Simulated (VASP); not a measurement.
Input for VASP

### KPOINTS
```
Automatic mesh
0
Gamma
6 6 6
0 0 0
```

File POSCAR:
```
CeO2
1
    0.0000000000     2.7174068375     2.7174068375
    2.7174068375     0.0000000000     2.7174068375
    2.7174068375     2.7174068375    -0.0000000000
Ce O
1 2
Direct
  0.0000000000   0.0000000000   0.0000000000
  0.2500000000   0.2500000000   0.2500000000
  0.7500000000   0.7500000000   0.7500000000
```

INCAR:
```
SYSTEM = CeO2
PREC = Accurate
ENCUT = 520
EDIFF = 1E-6
NELM = 100
ALGO = Normal
LREAL = .FALSE.
LASPH = .TRUE.
ISMEAR = 0
SIGMA = 0.05
METAGGA = R2SCAN
LMIXTAU = .TRUE.
LMAXMIX = 6
LWAVE = .FALSE.
LCHARG = .FALSE.
IBRION = 2
ISIF = 3
NSW = 60
EDIFFG = -0.02
```

POTCAR, in this order: Ce O (PBE.64 set). Program: vasp_std.

Write an equivalent input for Ansatz.

One equivalent input (not run):
Ansatz 0.2 input:
```yaml
crystal:
  lattice:
    - [0.0000000, 2.7174068, 2.7174068]
    - [2.7174068, 0.0000000, 2.7174068]
    - [2.7174068, 2.7174068, 0.0000000]
  atoms:
    - { symbol: Ce, position: [0.0000000, 0.0000000, 0.0000000] }
    - { symbol: O, position: [0.2500000, 0.2500000, 0.2500000] }
    - { symbol: O, position: [0.7500000, 0.7500000, 0.7500000] }
kpoints:
  mp_grid: { grid: [6, 6, 6] }
hamiltonian:
  xc: r2scan
  pseudopotentials: { kind: paw }
scf:
  occupations: { method: gaussian, width: 0.05 }
  max_iter: 100
relax:
  max_steps: 60
  f_tol: 0.02
  cell: {}
output: { forces: true, stress: true, eigenvalues: true }
```
Limits of the translation: each code has its own PAW files, so the cut-off isn't converted (ENCUT is set for VASP's; basis.ecutwfc is left out, and Ansatz then takes the one that its files recommend); Ansatz stops its SCF on the density residual and VASP on the energy change (EDIFF).

The compound is CeO2 in the fluorite structure. It was relaxed first. The start is the result of an earlier pass.
